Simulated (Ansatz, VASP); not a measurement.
# Cross-check of LaGaS3 between VASP and Ansatz, part 3 of 3

One calculation is typed for both programs; each brings its own data sets. How far apart do they land? The cell is generated by rule, not measured, and may not be a known phase. The cell is taken from a series of runs on this material, whose earlier steps may have relaxed, scaled, displaced or heated it; both programs get it as it stands.

VASP 6.6.1 and Ansatz 0.2.0.

So far: VASP: relaxation of cell and atoms, PBEsol, pair 1; Ansatz: relaxation of cell and atoms, PBEsol, pair 1; Comparison; Ansatz: relaxation of cell and atoms, PBEsol, pair 2; VASP: relaxation of cell and atoms, PBEsol, pair 2; Differences.

## (8) VASP: relaxation of cell and atoms, PBEsol, pair 3

Level of this step: PBEsol; plane waves and PAW (La, Ga_d, S); invented cell (VASP).

The relaxed volume is the usual yardstick between codes: in a stiff, nearly cubic crystal its relative difference is about their pressure difference at one cell divided by the bulk modulus.

Input file INCAR:

```
SYSTEM = LaGaS3
PREC = Accurate
ENCUT = 500
EDIFF = 1E-07
NELM = 200
ISMEAR = 0
SIGMA = 0.01
LREAL = .FALSE.
ALGO = Normal
GGA = PS
NBANDS = 52
LASPH = .TRUE.
LORBIT = 11
LWAVE = .FALSE.
LCHARG = .FALSE.
ISIF = 3
IBRION = 2
NSW = 80
EDIFFG = -0.005
GGA_COMPAT = .FALSE.
NELMIN = 4
EFERMI = MIDGAP
LMAXMIX = 6
KPAR = 2
```

Input file POSCAR:

```
LaGaS3
1.0
    5.4270280000     -3.3816690000      0.0000000000
    5.4270280000      3.3816690000      0.0000000000
   -3.4319870000      0.0000000000      5.6666900000
La Ga S
2 2 6
Direct
    0.7627650967      0.2356466826      0.7632527984
    0.2356466366      0.7627650506      0.2632527984
    0.0017050196      0.5018547978      0.5084361417
    0.5018548438      0.0017050657      0.0084361417
    0.1746784352      0.2130065507      0.1665490789
    0.8355277126      0.7610680301      0.8382134897
    0.2130065046      0.1746783891      0.6665490789
    0.7610679840      0.8355276665      0.3382134897
    0.6539413733      0.3453742131      0.2091160801
    0.3453741671      0.6539413272      0.7091160801
```

Input file KPOINTS:

```
Automatic mesh
0
Gamma
4 4 4
0 0 0
```

The projector-augmented-wave data sets are La, Ga_d and S (PBE family, release 64).

Command:

```bash
$ mpirun -np 2 vasp_std
```

Numbers of over 12 decimals in the logs are rounded to 6 here.

Output:

```text
[... set-up lines as in an earlier step ...]
 entering main loop
       N       E                     dE             d eps       ncg     rms          rms(c)
DAV:   1     0.885685227096E+03    0.88569E+03   -0.33144E+04  2524   0.224E+03
DAV:   2     0.197779177746E+03   -0.68791E+03   -0.63765E+03  2816   0.504E+02
DAV:   3    -0.755897043239E+01   -0.20534E+03   -0.19486E+03  3048   0.227E+02
DAV:   4    -0.533073932569E+02   -0.45748E+02   -0.43659E+02  4284   0.950E+01
[...]
DAV:  15    -0.568463990227E+02    0.78477E-07   -0.45844E-06  4720   0.113E-02    0.450E-03
DAV:  16    -0.568463988741E+02    0.14859E-06   -0.31800E-07  2600   0.495E-03    0.203E-03
DAV:  17    -0.568463988871E+02   -0.13041E-07   -0.11535E-07  2120   0.308E-03
   1 F= -.56846399E+02 E0= -.56846399E+02  d E =-.568464E+02
[...]
2 F= -.56846428E+02 E0= -.56846428E+02  d E =-.287692E-04
[...]
3 F= -.56846431E+02 E0= -.56846431E+02  d E =-.323011E-04
[...]
4 F= -.56846448E+02 E0= -.56846448E+02  d E =-.163876E-04
 trial-energy change:   -0.000016  1 .order   -0.000016   -0.000019   -0.000013
 step:   2.0225(harm=  3.1630)  dis= 0.00063  next Energy=   -56.846456 (dE=-0.245E-04)
 reached required accuracy - stopping structural energy minimisation
```

From OUTCAR (step 8):

```text
  Total       -0.0011101      0.0177903      0.0235663      0.0000000      0.0000000     -0.0048355
  in kB       -0.0085561      0.1371154      0.1816327      0.0000000      0.0000000     -0.0372685
  external PRESSURE =       0.1033973 kB  Pullay stress =       0.0000000 kB

 POSITION                                       TOTAL-FORCE (eV/Angst)
 -----------------------------------------------------------------------------------
      2.79783     -1.78225      4.32478         0.000690     -0.000760      0.000827
      4.51352      1.78225      1.49143         0.000690      0.000760      0.000827
      0.98715      1.69072      2.88149        -0.001090      0.001271      0.003571
      2.70283     -1.69072      0.04814        -0.001090     -0.001271      0.003571
      1.53202      0.12913      0.94294        -0.000071     -0.001140     -0.004366
      5.78573     -0.25186      4.74955        -0.002066     -0.000191      0.003036
     -0.18367     -0.12913      3.77629        -0.000071      0.001140     -0.004366
      7.50142      0.25186      1.91620        -0.002066      0.000191      0.003036
      4.70404     -1.04285      1.18422         0.002537      0.002089     -0.003068
      2.98835      1.04285      4.01757         0.002537     -0.002089     -0.003068
 -----------------------------------------------------------------------------------
    total drift:                                0.000072     -0.000112     -0.000394

  FREE ENERGIE OF THE ION-ELECTRON SYSTEM (eV)
  ---------------------------------------------------
  free  energy   TOTEN  =       -56.8464475758 eV

  energy  without entropy=      -56.8464475758  energy(sigma->0) =      -56.84644758

[... 2 parts as in an earlier step ...]

[... 2 further parts left out ...]
[key lines of the parts left out:]
E-fermi :   6.6562
```

## (9) Ansatz: relaxation of cell and atoms, PBEsol, pair 3

The same cell, functional and mesh now go to Ansatz, which takes its cutoff from its data sets.

The cell is taken from a series of runs on this material, whose earlier steps may have relaxed, scaled, displaced or heated it; both programs get it as it stands.

Input file input.yaml:

```yaml
crystal:
  lattice:
    - [5.4270281292, -3.3816691725, 0.0]
    - [5.4270281292, 3.3816691725, 0.0]
    - [-3.4319870016, 0.0, 5.6666899255]
  atoms:
    - { symbol: La, position: [0.7627651374, 0.2356466345, 0.7632528789] }
    - { symbol: La, position: [0.2356466345, 0.7627651374, 0.2632528789] }
    - { symbol: Ga, position: [0.0017050173, 0.5018548586, 0.5084361869] }
    - { symbol: Ga, position: [0.5018548586, 0.0017050173, 0.0084361869] }
    - { symbol: S, position: [0.1746784248, 0.2130065823, 0.1665491665] }
    - { symbol: S, position: [0.8355276905, 0.7610680196, 0.8382135682] }
    - { symbol: S, position: [0.2130065823, 0.1746784248, 0.6665491665] }
    - { symbol: S, position: [0.7610680196, 0.8355276905, 0.3382135682] }
    - { symbol: S, position: [0.653941286, 0.3453742166, 0.2091160674] }
    - { symbol: S, position: [0.3453742166, 0.653941286, 0.7091160674] }
kpoints:
  mp_grid: { grid: [4, 4, 4] }
hamiltonian:
  xc: pbesol
  pseudopotentials: { kind: paw, azcp: { folder: soft_1 }, xc_functional: pbe }
scf:
  occupations: { method: fixed }
output:
  forces: true
  stress: true
  eigenvalues: true
relax:
  adjacent_minimum: "off"
  f_tol: 0.001
  max_steps: 60
  cell: { stress_tol: 0.01 }
```

Command:

```bash
$ ansatz run input.yaml --threads 8 --pin off --max-ram 16384MiB --backend cpu --events-out ev --progress --plain --runs-dir out
```

Output:

```text
[...]
Crystal: 10 atoms, lattice volume = 207.995 Å³
Basis set: ecut = 420 eV, 4071 PW (Γ), exchange–correlation on 90×90×90 points (8 copies of the dense FFT grid, shifted against one another)
Bands: 52, of which v1, the nominal top of the filled ones, is band 42 counted from 1 (41 counted from 0)
Symmetry: 2 space group operations
[...]
k-points: 24 of 64 (time reversal used)
[...]
- { symbol: Ga, position: [0.00143834, 0.501826, 0.508567] }
    - { symbol: Ga, position: [0.501826, 0.00143834, 0.00856692] }
    - { symbol: S, position: [0.174800, 0.213156, 0.166655] }
    - { symbol: S, position: [0.835742, 0.760571, 0.838293] }
    - { symbol: S, position: [0.213156, 0.174800, 0.666655] }
    - { symbol: S, position: [0.760571, 0.835742, 0.338293] }
    - { symbol: S, position: [0.653837, 0.345512, 0.208602] }
    - { symbol: S, position: [0.345512, 0.653837, 0.708602] }
[key lines of the parts left out:]
SCF converged after 6 iterations
Free energy (F): -25131.946811 eV
Fermi energy:    8.833802 eV
P = ⅓ Tr σ = 0.0017 GPa (0.017 kbar)
```

## (10) Comparison

Compared:

```
                                         quantity  Ansatz    VASP  difference
                                      volume (Å³)  207.97  207.88     +0.04 %
edge a after relaxation, in the typed setting (Å)   6.393   6.393     +0.00 %
edge c after relaxation, in the typed setting (Å)   6.628   6.625     +0.06 %
```

## (11) Results

```json
{
 "difference in volume (relaxation of cell and atoms, PBEsol, pair 1)": "0.073 %",
 "difference in volume (relaxation of cell and atoms, PBEsol, pair 2)": "0.069 %",
 "difference in edge c after relaxation, in the typed setting (relaxation of cell and atoms, PBEsol, pair 3)": "0.056 %"
}
```

What this shows: The difference in volume is 0.073 % (relaxation of cell and atoms, PBEsol, pair 1), within the 1.2 % picked in this series as the mark of a large difference, as far as the stopping tolerances let one tell. 4 further runs of this series are not shown here. Such differences can come from data sets, numerical settings and the points named under the comparisons, not from the functional's error against experiment.

[Lines on the potential files, build, host, timing and source positions are cut from VASP's logs without a mark.]

[Logs are printed without paths, hosts, clocks, repeated set-up lines and the standing remarks that a program may print on its own settings, such as how far it seeks lower states.]

[Hosts, paths, dates, database ids (printed as entryN), source tags and the programs' standing remarks are cut or masked in the printed files.]
